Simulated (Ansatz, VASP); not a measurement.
# One calculation of RuAu, two programs

```
Ru Au
1.0
     3.14357    0.00000    0.00000
     0.00000    3.14357    0.00000
     0.00000    0.00000    3.14357
Ru Au
1 1
Direct
  0.00000 0.00000 0.00000
  0.50000 0.50000 0.50000
```

Change from the starting cell: volume scaled by 0.98.

Alike in both runs: task single point; functional PBE; k mesh 8 × 8 × 8; occupations fermi-dirac, width 0.05 eV; no spin polarisation.

|  | VASP | Ansatz |
| --- | --- | --- |
| version | VASP 6.6.1 | Ansatz 0.2.0 |
| potentials or method | VASP PAW PBE potentials, release 64 (Ru_pv, Au), cutoff 520 eV | all-electron LAPW, scalar-relativistic |

```csv
,VASP,Ansatz,Ansatz less VASP
gap on the k mesh at the Fermi level (eV),none,none,-
pressure (GPa),4.6,4.8,+0.27
```

A gap of «none» marks a metal or a gap that the smearing closes. Ansatz ran all-electron here, so the differences hold the error of VASP's frozen core and of both bases.

Spin-orbit coupling is left out, which matters for the levels of Au.
